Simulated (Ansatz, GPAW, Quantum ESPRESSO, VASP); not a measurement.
## One structure in several programs: F2 (P1, 4 atoms in the cell)

Self-consistent single point, at a second geometry (atoms moved at random). First geometry:

```
F2
1.0
    2.55632    -1.58403     0.00000
    2.55632     1.58403     0.00000
   -0.56211     0.00000     6.59771
F
4
Direct
  0.59583   0.91533   0.59796
  0.40417   0.08467   0.40204
  0.08467   0.40417   0.90204
  0.91533   0.59583   0.09796
```

Second geometry:
```
F2
1.0
    2.55632    -1.58403     0.00000
    2.55632     1.58403     0.00000
   -0.56211     0.00000     6.59771
F
4
Direct
  0.59318   0.90186   0.60075
  0.39197   0.09857   0.40109
  0.09062   0.41380   0.89477
  0.92423   0.58577   0.10339
```

Shared settings, as Ansatz (a first-principles code) writes them: kpoints.mp_grid.grid = 10 10 4; scf.occupations.method = fixed. Potentials and cutoffs stand in the table.

```csv
code,model,ΔF from the first geometry (meV/atom),pressure (GPa),largest force (eV/Å),gap on the mesh (eV),cutoff
Quantum ESPRESSO,"PBEsol, GBRV 1.5 ultrasoft (PBESOL) pseudopotentials",28.8,-4.65,1.870,1.960,40 Ry
VASP,"PBEsol, VASP's PBE PAW potentials (set 64)",25.7,-19.31,1.832,1.926,400 eV
GPAW,"PBEsol, GPAW PAW datasets PBEsol (made by gpaw-setup)",32.2,–,1.958,2.002,900 eV
Ansatz,"PBEsol, default PAW files made with PBE",34.2,-5.56,2.028,1.983,default
```

Size of the force on each atom (eV/Å): Sizes of forces hide their directions.

| code | F1 | F2 | F3 | F4 |
|---|---|---|---|---|
| Quantum ESPRESSO | 1.447 | 1.442 | 1.870 | 1.863 |
| VASP | 1.384 | 1.378 | 1.832 | 1.824 |
| GPAW | 1.549 | 1.543 | 1.958 | 1.950 |
| Ansatz | 1.620 | 1.615 | 2.028 | 2.022 |

A dash marks a value that a program does not give, or that is left out as unsure.

Gaps are read on the mesh.

The spread over the programs that give each value: ΔF from the first geometry within 8.5 meV/atom; pressure within 14.66 GPa; largest force within 0.196 eV/Å; gap on the mesh within 0.076 eV.

Ansatz's pressure is given at a fixed set of plane waves, as the other plane-wave codes print theirs; with its correction for the finite basis it is -4.37 GPa (the shift of 1.19 GPa shows how far the cutoff is from converged). The pressure of GPAW is left out: its cutoff lies under the one at which its stress was checked. In the pressure, VASP (by 13.75) lies more than 1 GPa from the median of the plane-wave programs. In the force vectors, VASP (by 0.115) and Ansatz (by 0.123) lie more than 0.08 eV/Å from the median of the plane-wave programs.

VASP's run is marked for a possible Pulay error in its stress at this cutoff; no cutoff test was made.

VASP ran the fixed occupations as a Gaussian smearing of 0.01 eV.

The starting cell comes from a database of computed structures (which also holds hypothetical and non-ambient phases and stackings), without a prior relaxation at this level. For this run, on top of that: atoms moved at random.

Left out of this page: CP2K (unsound by tests on forces, stress, charge or solver warnings); SIESTA (not drawn, or without a comparable value).

Keys are those of Ansatz 0.2.
